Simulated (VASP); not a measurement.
InSb: single point with PBE

**Measured values to compare with.**

From “Electronic Structure and Epitaxy of CdTe Shells on InSb Nanowires”, 2021, arxiv:2111.05126, for a bulk crystal of InSb: band gap 0.24 eV.

The system is InSb.

```
In Sb
1.0
     0.00000    3.23910    3.23910
     3.23910    0.00000    3.23910
     3.23910    3.23910    0.00000
In Sb
1 1
Direct
  0.00000 0.00000 0.00000
  0.25000 0.25000 0.25000
```

```yaml
Program: VASP 6.6.1
Task: single point
Functional: PBE
Potentials_or_basis: VASP PAW PBE potentials, release 64 (In_d, Sb)
Cutoff: 520 eV
k_mesh: 10 × 10 × 10
Occupations: gaussian, width 0.02 eV
Spin: no spin polarisation
```

| Item | Value |
| --- | --- |
| Pressure | 3.1 GPa |
| Band gap on the k mesh | none (metal or under the smearing width) |

Levels at points of the mesh, in eV from the Fermi level:
| k point | band 7 | band 8 | band 9 | band 10 | band 11 | band 12 |
| --- | --- | --- | --- | --- | --- | --- |
| (0.00, 0.00, 0.00) | -0.19 | -0.01 | -0.01 | -0.01 | 2.95 | 2.95 |
| (0.50, 0.00, 0.00) | -5.63 | -1.01 | -1.01 | 0.53 | 3.81 | 3.81 |
| (0.50, 0.50, 0.00) | -5.92 | -2.27 | -2.27 | 1.32 | 1.34 | 8.15 |

Wall time 25 s on 1 thread of Intel(R) Xeon(R) 6975P-C (Granite Rapids), on a shared host, peak memory 0.23 GiB.

Measured gap of InSb: 0.24 eV (quoted in “Electronic Structure and Epitaxy of CdTe Shells on InSb Nanowires”, 2021, arxiv:2111.05126). This calculation gives 0.00 eV (-0.24 eV). Spin-orbit coupling on In, Sb is left out. The value is that of PBE on a finite k mesh, which can miss the band edges, without temperature or zero-point motion. Semilocal functionals fall short of measured gaps as a rule.

Caveat: this crystal is a semiconductor, whose small gap the functional closes, so the metal is an error of the method. The run has no spin-orbit coupling, so splittings on Sb are missing.
